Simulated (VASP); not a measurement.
Input:

```
HfO4Si
1.0
   -3.32257     3.32257     3.02400
    3.32257    -3.32257     3.02400
    3.32257     3.32257    -3.02400
Hf Si O
2 2 8
Direct
  0.00083   0.99329   0.00056
  0.74381   0.24146   0.48766
  0.23584   0.74579   0.49611
  0.49685   0.48787   0.00187
  0.13979   0.32297   0.82513
  0.06957   0.76218   0.67516
  0.48940   0.30708   0.18201
  0.08641   0.38834   0.31988
  0.62128   0.93507   0.67590
  0.67907   0.86519   0.18643
  0.24722   0.93805   0.32511
  0.68993   0.51271   0.82418
```

The numbers are results of LDA (Ceperley-Alder, Perdew-Zunger), VASP's LDA PAW potentials (set 64) (plane waves; VASP), not measurements. Settings: 400 eV cut-off, 6×6×6 Γ-centred mesh, Gaussian smearing of 0.050 eV, potentials Hf_pv Si O.

The ions are relaxed. Which structure does the run end with?

```
HfO4Si
1.0
   -3.32257     3.32257     3.02400
    3.32257    -3.32257     3.02400
    3.32257     3.32257    -3.02400
Hf Si O
2 2 8
Direct
  0.99993   0.99997   0.00002
  0.74992   0.24992   0.49995
  0.24993   0.75008   0.50009
  0.50010   0.49999   0.99996
  0.13368   0.31724   0.81686
  0.06623   0.75003   0.68276
  0.50034   0.31646   0.18275
  0.06733   0.38377   0.31683
  0.61620   0.93339   0.68388
  0.68331   0.86619   0.18359
  0.25003   0.93306   0.31679
  0.68297   0.49991   0.81653
```
Space group I4_1/amd (141), at a tolerance of 0.03 Å.

How much energy does the relaxation gain?

The energy (σ→0) changes by -37.8 meV/atom, in 21 ionic steps.

The structure comes from a computed database's HfSiO4 entry; how it stands against other phases isn't given here. In the starting cell atoms are displaced from their ideal sites. This run relaxes the ions in a fixed cell. The run is one of a series of settings (EDIFFG = -0.03, IBRION = 2, NSW = 50 against the base run), some of them coarse on purpose.
